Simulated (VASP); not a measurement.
Output of a VASP run:

File OUTCAR:
```
 ion  position               nearest neighbor table
   1  0.000  0.000  0.000-   2 2.37   2 2.37   2 2.37   2 2.37
   2  0.250  0.250  0.250-   1 2.37   1 2.37   1 2.37   1 2.37
  LATTYP: Found a face centered cubic cell.
 ALAT       =     5.4685490296
 Subroutine PRICEL returns:
 Original cell was already a primitive cell.
 Subroutine GETGRP returns: Found 48 space group operations
The static configuration has the point symmetry T_d .
 The point group associated with its full space group is O_h .
The dynamic configuration has the point symmetry T_d .
 Subroutine INISYM returns: Found 48 space group operations
 Subroutine IBZKPT returns following result:
 Found     29 irreducible k-points:

 Following reciprocal coordinates:
            Coordinates               Weight
  0.000000  0.000000  0.000000      1.000000
  0.125000  0.000000  0.000000      8.000000
  0.250000  0.000000  0.000000      8.000000
  0.375000  0.000000  0.000000      8.000000
  0.500000  0.000000  0.000000      4.000000
  0.125000  0.125000  0.000000      6.000000
  0.250000  0.125000  0.000000     24.000000
  0.375000  0.125000  0.000000     24.000000
  0.500000  0.125000  0.000000     24.000000
 -0.375000  0.125000  0.000000     24.000000
 -0.250000  0.125000  0.000000     24.000000
 -0.125000  0.125000  0.000000     12.000000
  0.250000  0.250000  0.000000      6.000000
  0.375000  0.250000  0.000000     24.000000
  0.500000  0.250000  0.000000     24.000000
 -0.375000  0.250000  0.000000     24.000000
 -0.250000  0.250000  0.000000     12.000000
  0.375000  0.375000  0.000000      6.000000
  0.500000  0.375000  0.000000     24.000000
 -0.375000  0.375000  0.000000     12.000000
  0.500000  0.500000  0.000000      3.000000
  0.375000  0.250000  0.125000     24.000000
  0.500000  0.250000  0.125000     48.000000
 -0.375000  0.250000  0.125000     24.000000
  0.500000  0.375000  0.125000     24.000000
 -0.375000  0.375000  0.125000     48.000000
 -0.250000  0.375000  0.125000     24.000000
 -0.375000  0.500000  0.125000     12.000000
 -0.250000  0.500000  0.250000      6.000000
   k-points           NKPTS =     29   k-points in BZ     NKDIM =     29   number of bands    NBANDS=      8
   number of dos      NEDOS =    301   number of ions     NIONS =      2
   total plane-waves  NPLWV =  27000
   dimension x,y,z NGX =    30 NGY =   30 NGZ =   30
   dimension x,y,z NGXF=    60 NGYF=   60 NGZF=   60
   ions per type =               2
   PREC   = accura    normal or accurate (medium, high low for compatibility)
   ISTART =      0    job   : 0-new  1-cont  2-samecut
   ICHARG =      2    charge: 1-file 2-atom 10-const
   ISPIN  =      1    spin polarized calculation?
   LNONCOLLINEAR =      F non collinear calculations
   LSORBIT =      F    spin-orbit coupling
   INIWAV =      1    electr: 0-lowe 1-rand  2-diag
   ENCUT  =  520.0 eV  38.22 Ry    6.18 a.u.   7.19  7.19  7.19*2*pi/ulx,y,z
   NELM   =    100;   NELMIN=  2; NELMDL= -5     # of ELM steps
   EDIFF  = 0.1E-06   stopping-criterion for ELM
   LREAL  =      F    real-space projection
   NLSPLINE    = F    spline interpolate recip. space projectors
   LMAXMIX     =    2 max onsite mixed and CHGCAR
   VOSKOWN=      0    Vosko Wilk Nusair interpolation
   EDIFFG = 0.1E-05   stopping-criterion for IOM
   NSW    =      0    number of steps for IOM
   NBLOCK =      1;   KBLOCK =      1    inner block; outer block
   IBRION =     -1    ionic relax: 0-MD 1-quasi-New 2-CG
   NFREE  =      0    steps in history (QN), initial steepest desc. (CG)
   ISIF   =      2    stress and relaxation
   ISYM   =      2    0-nonsym 1-usesym 2-fastsym
   TEIN   =    0.0    initial temperature
   TEBEG  =    0.0;   TEEND  =   0.0 temperature during run
   SMASS  =  -3.00    Nose mass-parameter (am)
   PSTRESS=    0.0 pullay stress
   NELECT =       8.0000    total number of electrons
   EFERMI =   0.00;   METHOD = LEGACY
   ISMEAR =     0;   SIGMA  =   0.05  broadening in eV -4-tet -1-fermi 0-gaus
...
```

**OSZICAR**
```
       N       E                     dE             d eps       ncg     rms          rms(c)
DAV:   1     0.693546301276E+01    0.69355E+01   -0.32757E+03   464   0.771E+02
DAV:   2    -0.107883547932E+02   -0.17724E+02   -0.17296E+02   752   0.822E+01
DAV:   3    -0.110140784711E+02   -0.22572E+00   -0.22572E+00   576   0.117E+01
DAV:   4    -0.110149836928E+02   -0.90522E-03   -0.90522E-03   728   0.853E-01
DAV:   5    -0.110149872518E+02   -0.35590E-05   -0.35590E-05   584   0.393E-02    0.475E+00
DAV:   6    -0.108985939347E+02    0.11639E+00   -0.75896E-02   576   0.144E+00    0.290E+00
DAV:   7    -0.108447453033E+02    0.53849E-01   -0.14600E-01   584   0.213E+00    0.174E-01
DAV:   8    -0.108458592796E+02   -0.11140E-02   -0.38653E-03   520   0.469E-01    0.737E-02
DAV:   9    -0.108460613491E+02   -0.20207E-03   -0.20483E-04   656   0.112E-01    0.562E-02
DAV:  10    -0.108460871301E+02   -0.25781E-04   -0.30803E-05   544   0.416E-02    0.913E-03
DAV:  11    -0.108460868451E+02    0.28504E-06   -0.54476E-07   736   0.523E-03    0.215E-03
DAV:  12    -0.108460871757E+02   -0.33058E-06   -0.57312E-07   504   0.603E-03    0.911E-04
DAV:  13    -0.108460871867E+02   -0.11038E-07   -0.20246E-09   376   0.406E-04
   1 F= -.10846087E+02 E0= -.10846087E+02  d E =-.318062E-15
```

File OUTCAR:
```
------------------------ aborting loop because EDIFF is reached ----------------------------------------
  FORCE on cell =-STRESS in cart. coord.  units (eV):
  Direction    XX          YY          ZZ          XY          YZ          ZX
  --------------------------------------------------------------------------------------
  Total        0.0017142      0.0017142      0.0017142     -0.0000000     -0.0000000      0.0000000
  in kB        0.0671778      0.0671778      0.0671778     -0.0000000     -0.0000000      0.0000000
  external PRESSURE =       0.0671778 kB  Pullay stress =       0.0000000 kB
  volume of cell :       40.88
      direct lattice vectors                 reciprocal lattice vectors
     0.000000000  2.734274515  2.734274515    -0.182863863  0.182863863  0.182863863
     2.734274515  0.000000000  2.734274515     0.182863863 -0.182863863  0.182863863
     2.734274515  2.734274515  0.000000000     0.182863863  0.182863863 -0.182863863
 POSITION                                       TOTAL-FORCE (eV/Angst)
 -----------------------------------------------------------------------------------
      0.00000      0.00000      0.00000         0.000000      0.000000     -0.000000
      1.36714      1.36714      1.36714        -0.000000     -0.000000      0.000000
 -----------------------------------------------------------------------------------
    total drift:                               -0.000000     -0.000000     -0.000000
  FREE ENERGIE OF THE ION-ELECTRON SYSTEM (eV)
  ---------------------------------------------------
  free  energy   TOTEN  =       -10.8460871867 eV

  energy  without entropy=      -10.8460871867  energy(sigma->0) =      -10.84608719
```
(Selected blocks of OUTCAR.)

### POSCAR
```
Si
1
    0.0000000000     2.7342745148     2.7342745148
    2.7342745148     0.0000000000     2.7342745148
    2.7342745148     2.7342745148     0.0000000000
Si
2
Direct
  0.0000000000   0.0000000000   0.0000000000
  0.2500000000   0.2500000000   0.2500000000
```

Question: Write an INCAR and KPOINTS that could have produced this output.

Answer: One answer among several that fit: the input of the run itself, PBE GGA, plane waves, VASP's PBE PAW potentials (set 64).

INCAR:
```
! general
SYSTEM  =  Si
PREC    =  Accurate
ENCUT   =  520
LREAL   =  .FALSE.
LASPH   =  .TRUE.

! electronic loop
EDIFF   =  1E-7
NELM    =  100
ALGO    =  Normal

! smearing
ISMEAR  =  0
SIGMA   =  0.05

! functional
GGA     =  PE

! ions
ISIF    =  2

! output
LWAVE   =  .FALSE.
LCHARG  =  .FALSE.
```

### KPOINTS
```
Automatic mesh
0
Gamma
 8 8 8
0 0 0
```

POTCAR, in this order: Si (PBE.64 set). Program: vasp_std.

The compound is Si in the diamond structure. It was relaxed first.
